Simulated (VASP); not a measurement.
Input for VASP

**INCAR**
```
SYSTEM = Ir
PREC = Accurate
ENCUT = 400
EDIFF = 1E-6
NELM = 100
ALGO = Normal
LREAL = .FALSE.
LASPH = .TRUE.
ISMEAR = 1
SIGMA = 0.1
GGA = PE
LMAXMIX = 6
LWAVE = .FALSE.
LCHARG = .FALSE.
ISIF = 2
IBRION = 0
NSW = 3
TEBEG = 300
```

**POSCAR**
```
Ir
1
    0.0000000000     1.9584000000     1.9584000000
    1.9584000000     0.0000000000     1.9584000000
    1.9584000000     1.9584000000     0.0000000000
Ir
1
Direct
  0.0000000000   0.0000000000   0.0000000000
```

File KPOINTS:
```
Automatic mesh
0
Gamma
12 12 12
0 0 0
```

POTCAR, in this order: Ir (PBE.64 set). Program: vasp_std.

What VASP printed:

standard output:
```
 POSCAR found type information on POSCAR Ir
 POSCAR found :  1 types and       1 ions
 Reading from existing POTCAR

 -----------------------------------------------------------------------------
|                                                                             |
|     EEEEEEE  RRRRRR   RRRRRR   OOOOOOO  RRRRRR      ###     ###     ###     |
|     E        R     R  R     R  O     O  R     R     ###     ###     ###     |
|     E        R     R  R     R  O     O  R     R     ###     ###     ###     |
|     EEEEE    RRRRRR   RRRRRR   O     O  RRRRRR       #       #       #      |
|     E        R   R    R   R    O     O  R   R                               |
|     E        R    R   R    R   O     O  R    R      ###     ###     ###     |
|     EEEEEEE  R     R  R     R  OOOOOOO  R     R     ###     ###     ###     |
|                                                                             |
|     Fatal error! IBRION=0, but no entry for POTIM on file INCAR. MUST       |
|     be specified!                                                           |
|                                                                             |
|       ---->  I REFUSE TO CONTINUE WITH THIS SICK JOB ... BYE!!! <----       |
|                                                                             |
 -----------------------------------------------------------------------------
```

Read the log: what went wrong, and how is it fixed?

The cause: molecular dynamics (IBRION = 0) was asked for without POTIM. VASP stops with an error: Fatal error! IBRION=0, but no entry for POTIM on file INCAR. MUST be specified! ----> I REFUSE TO CONTINUE WITH THIS SICK JOB ... BYE!!! <---- To mend it, set POTIM to the time step in fs (1 to 2 fs suits most solids). The plain static run on this cell (PBE GGA, plane waves, VASP's PBE PAW potentials (set 64)) converges, and its OSZICAR ends with
```
   1 F= -.88480181E+01 E0= -.88482969E+01  d E =0.836429E-03
```

The compound is Ir in the fcc structure. The cell was not relaxed at this level.
